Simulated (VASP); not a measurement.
Given:

```
CELL_PARAMETERS angstrom
      0.00000     3.10612     3.10612
      3.10612     0.00000     3.10612
      3.10612     3.10612     0.00000
ATOMIC_POSITIONS crystal
  Ga 0.00000 0.00000 0.00000
  Sb 0.25000 0.25000 0.25000
```

Method: PBE GGA, VASP's PBE PAW potentials (set 64) (plane waves; VASP). Numerical set-up: 400 eV cut-off, Gaussian smearing of 0.050 eV, potentials Ga_d Sb.

Q: Give the energies of bands 7 to 12 at the high-symmetry points, in eV from the Fermi level.

A: 
```csv
band,Γ,X,U,L,W
7,-0.28,-6.61,-6.44,-6.15,-6.49
8,0.00,-2.42,-3.39,-1.08,-3.14
9,0.00,-2.42,-2.06,-1.08,-2.93
10,0.00,0.95,1.44,0.31,3.51
11,2.79,1.34,3.81,3.75,4.30
12,2.79,8.39,6.40,3.75,4.31
```

It has no gap at this level: it comes out as a metal or semimetal.

The compound is GaSb in the zinc blende structure. It was relaxed first, which changed the volume by +6 %.
